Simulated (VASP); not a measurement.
# Lanthanum: how cutoff and mesh change the relaxed cell, part 2 of 2

Aim: test the relaxed volume of Lanthanum against cutoff and mesh. The starting structure is a measured crystal structure from the Crystallography Open Database. The first relaxation on each setting starts from this cell expanded by 3 % in volume.

VASP 6.6.1.

Results so far: reference 34.03 Å³ an atom; a cutoff of 220 eV 33.85 Å³ an atom; a 6×6×2 mesh 34.35 Å³ an atom.

## 5. Relaxation with a cutoff of 600 eV

Level of this step: PBEsol; plane waves and PAW (La) (VASP).

Against step 2 the input has ENCUT = 600. This run starts from the cell of an earlier relaxation, which isn't shown; the restart sets up the plane waves anew.

INCAR

```
SYSTEM = La
PREC = Accurate
ENCUT = 600
EDIFF = 1E-06
NELM = 100
ISMEAR = 1
SIGMA = 0.15
LREAL = .FALSE.
ALGO = Normal
GGA = PS
NBANDS = 28
LASPH = .TRUE.
LORBIT = 11
LWAVE = .FALSE.
LCHARG = .FALSE.
KPAR = 8
IBRION = 2
NSW = 50
ISIF = 3
EDIFFG = -0.006
```

POSCAR

```
La
1.0
    3.6573223052      0.0000000000      0.0000000000
   -1.8286611526      3.1673340261      0.0000000000
    0.0000000000      0.0000000000     11.7609270172
La
4
Direct
    0.6666666667      0.3333333333      0.2500000000
    0.3333333333      0.6666666667      0.7500000000
    0.0000000000      0.0000000000      0.5000000000
    0.0000000000      0.0000000000      0.0000000000
```

KPOINTS

```
Automatic mesh
0
Gamma
12 12 4
0 0 0
```

Potentials, in the order of the species: La (PBE family, release 64).

Launch:

```console
mpirun -np 8 vasp_std
```

Log:

```text
[... set-up lines as in an earlier step ...]
 entering main loop
       N       E                     dE             d eps       ncg     rms          rms(c)
DAV:   1     0.589684838719E+03    0.58968E+03   -0.16114E+04  3192   0.244E+03
DAV:   2     0.127047580403E+03   -0.46264E+03   -0.45386E+03  4744   0.439E+02
DAV:   3    -0.388751614844E+01   -0.13094E+03   -0.12906E+03  5716   0.269E+02
DAV:   4    -0.190441154050E+02   -0.15157E+02   -0.14791E+02  5928   0.974E+01
[...]
DAV:  14    -0.213872412297E+02   -0.31660E-05   -0.26077E-05  4936   0.443E-02    0.548E-03
DAV:  15    -0.213872399117E+02    0.13179E-05   -0.22923E-06  3216   0.234E-02    0.220E-03
DAV:  16    -0.213872403263E+02   -0.41459E-06   -0.90771E-07  2624   0.168E-02
   1 F= -.21387240E+02 E0= -.21386652E+02  d E =-.213872E+02
[...]
reached required accuracy - stopping structural energy minimisation
```

It took 36 s on 8 MPI ranks of Intel Xeon 6975P-C (Granite Rapids), shared host; peak memory 3.7 GiB.

From OUTCAR (step 5):

```text
  Total        0.0032403      0.0032403     -0.0066465      0.0000000     -0.0000000      0.0000000
  in kB        0.0381067      0.0381067     -0.0781637      0.0000000     -0.0000000      0.0000000
  external PRESSURE =      -0.0006501 kB  Pullay stress =       0.0000000 kB

 POSITION                                       TOTAL-FORCE (eV/Angst)
 -----------------------------------------------------------------------------------
      1.82866      1.05578      2.94023         0.000000     -0.000000     -0.000000
     -0.00000      2.11156      8.82070        -0.000000      0.000000      0.000000
      0.00000      0.00000      5.88046        -0.000000      0.000000      0.000000
      0.00000      0.00000      0.00000        -0.000000      0.000000      0.000000
 -----------------------------------------------------------------------------------
    total drift:                                0.000000     -0.000000     -0.000000

  FREE ENERGIE OF THE ION-ELECTRON SYSTEM (eV)
  ---------------------------------------------------
  free  energy   TOTEN  =       -21.3872403263 eV

  energy  without entropy=      -21.3854760438  energy(sigma->0) =      -21.38665223

[... 2 parts as in an earlier step ...]

[... 2 further parts left out ...]
[key lines of the parts left out:]
E-fermi :   8.6140
```

With a cutoff of 600 eV the cell ends at 34.060 Å³ an atom, +0.09 % from the reference.

## 6. Relaxation with a 15×15×4 mesh

Against step 2 the input has a 15×15×4 mesh. This run starts from the cell of an earlier relaxation, which isn't shown; the restart sets up the plane waves anew.

INCAR, as its differences from that of step 5:

```diff
@@ -2,3 +2,3 @@
 PREC = Accurate
-ENCUT = 600
+ENCUT = 450
 EDIFF = 1E-06
```

POSCAR

```
La
1.0
    3.6622824029      0.0000000000      0.0000000000
   -1.8311412014      3.1716295968      0.0000000000
    0.0000000000      0.0000000000     11.7214290691
La
4
Direct
    0.6666666667      0.3333333333      0.2500000000
    0.3333333333      0.6666666667      0.7500000000
    0.0000000000      0.0000000000      0.5000000000
    0.0000000000      0.0000000000      0.0000000000
```

KPOINTS

```
Automatic mesh
0
Gamma
15 15 4
0 0 0
```

Launch:

```console
mpirun -np 8 vasp_std
```

Log:

```text
[... set-up lines as in an earlier step ...]
 entering main loop
       N       E                     dE             d eps       ncg     rms          rms(c)
DAV:   1     0.548495453780E+03    0.54850E+03   -0.13525E+04  4560   0.194E+03
DAV:   2     0.101239840177E+03   -0.44726E+03   -0.43958E+03  6688   0.427E+02
DAV:   3    -0.602983196601E+01   -0.10727E+03   -0.10573E+03  7988   0.249E+02
DAV:   4    -0.191809741424E+02   -0.13151E+02   -0.12844E+02  8448   0.879E+01
[...]
DAV:  12    -0.213842649542E+02    0.67287E-05   -0.11176E-04  8304   0.896E-02    0.270E-02
DAV:  13    -0.213842789371E+02   -0.13983E-04   -0.12359E-04  7144   0.836E-02    0.123E-02
DAV:  14    -0.213842791336E+02   -0.19655E-06   -0.97906E-06  6832   0.335E-02
   1 F= -.21384279E+02 E0= -.21384558E+02  d E =-.213843E+02
[...]
N       E                     dE             d eps       ncg     rms          rms(c)
DAV:   1    -0.213843709737E+02   -0.92037E-04   -0.64433E-03  7272   0.137E+00    0.400E-02
DAV:   2    -0.213843156565E+02    0.55317E-04   -0.20645E-04  8280   0.152E-01    0.211E-02
DAV:   3    -0.213842959343E+02    0.19722E-04   -0.10101E-04  8592   0.955E-02    0.513E-03
DAV:   4    -0.213842959949E+02   -0.60606E-07   -0.41120E-06  4920   0.208E-02
   2 F= -.21384296E+02 E0= -.21384587E+02  d E =-.168613E-04
 trial-energy change:   -0.000017  1 .order   -0.000014   -0.000025   -0.000002
 step:   1.1043(harm=  1.1043)  dis= 0.00000  next Energy=   -21.384293 (dE=-0.137E-04)
 reached required accuracy - stopping structural energy minimisation
```

Wall time 38 s (8 MPI ranks); peak memory 3.4 GiB; 5 min of CPU time.

Parts of OUTCAR (step 6):

```text
  Total        0.0080310      0.0080310      0.0021845      0.0000000      0.0000000      0.0000000
  in kB        0.0945111      0.0945111      0.0257083      0.0000000      0.0000000      0.0000000
  external PRESSURE =       0.0715768 kB  Pullay stress =       0.0000000 kB

 POSITION                                       TOTAL-FORCE (eV/Angst)
 -----------------------------------------------------------------------------------
      1.83152      1.05743      2.92901        -0.000000      0.000000      0.000000
     -0.00000      2.11486      8.78703         0.000000     -0.000000      0.000000
      1.83152      3.17229      5.85802        -0.000000      0.000000     -0.000000
      1.83152      3.17229     11.71604        -0.000000      0.000000     -0.000000
 -----------------------------------------------------------------------------------
    total drift:                                0.000000      0.000000      0.000000

  FREE ENERGIE OF THE ION-ELECTRON SYSTEM (eV)
  ---------------------------------------------------
  free  energy   TOTEN  =       -21.3842959949 eV

  energy  without entropy=      -21.3851689037  energy(sigma->0) =      -21.38458696

[... 1 part as in an earlier step ...]

[... 3 further parts left out ...]
[key lines of the parts left out:]
E-fermi :   8.6156
```

With a 15×15×4 mesh the cell ends at 34.036 Å³ an atom, +0.02 % from the reference, a by +0.2 % and c by -0.4 %.

## 7. Comparison

| run | volume (Å³/atom) | change (%) | pressure left (GPa) | core minutes |
| --- | --- | --- | --- | --- |
| reference | 34.028 | - | 0.0 | 18.0 |
| a cutoff of 220 eV | 33.846 | -0.53 | 0.0 | 6.24 |
| a 6×6×2 mesh | 34.346 | 0.93 | 0.0 | 9.81 |
| a cutoff of 600 eV | 34.06 | 0.09 | 0.0 | 27.1 |
| a 15×15×4 mesh | 34.036 | 0.02 | 0.01 | 20.5 |

Core minutes are wall time times ranks, summed over the relaxations behind a row (those for a bulk modulus apart), on shared hosts.

## 8. What came out

```
volume of the reference                          : 34.03 Å³/atom
volume against the reference, a cutoff of 220 eV : -0.53 %
volume against the reference, a 6×6×2 mesh       : +0.93 %
volume against the reference, a cutoff of 600 eV : +0.09 %
volume against the reference, a 15×15×4 mesh     : +0.02 %
```

What this shows: The volume moves most with a 6×6×2 mesh: +0.93 % against the reference (450 eV, 12×12×4 mesh). On finer settings it changes by +0.09 % with a cutoff of 600 eV and +0.02 % with a 15×15×4 mesh, not denser along every axis. A cell that shrinks at the lower cutoff is the usual mark of Pulay stress, the error that a plane-wave basis makes when it is kept while the volume changes. Further runs on this material are not shown.

[Lines on the potential files, build, host, timing and source positions are cut from VASP's logs without a mark.]

[Logs are printed without paths, hosts, clocks, repeated set-up lines and the standing remarks that a program may print on its own settings, such as how far it seeks lower states.]

[Hosts, paths, dates, database ids (printed as entryN), source tags and the programs' standing remarks are cut or masked in the printed files.]
